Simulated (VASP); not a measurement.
Energy against volume of GaN (wurtzite). Method: PBE GGA with D3 dispersion (Becke-Johnson damping), VASP's PBE PAW potentials (set 64) (plane waves; VASP). Settings: 520 eV cut-off, 8×8×4 Γ-centred mesh, Gaussian smearing of 0.050 eV, potentials Ga_d N.

Shape and ions are relaxed at each volume.

```tsv
V (Å³/atom)	E (eV/atom)
10.835	-6.30440
11.180	-6.32443
11.526	-6.33076
11.872	-6.32545
```

Question: Fit these four points and predict the energy of the run at 12.218 Å³/atom.

Answer: A cubic in V^(−2/3), the third-order Birch-Murnaghan form, passes through the four points with V0 = 11.53 Å³/atom and B0 = 179 GPa, and gives -6.3103 eV/atom there. The run gave -6.3103 eV/atom, +0.0 meV/atom from the fit; all five points give B0 = 179 GPa.

The compound is GaN in the wurtzite structure. It was relaxed first.
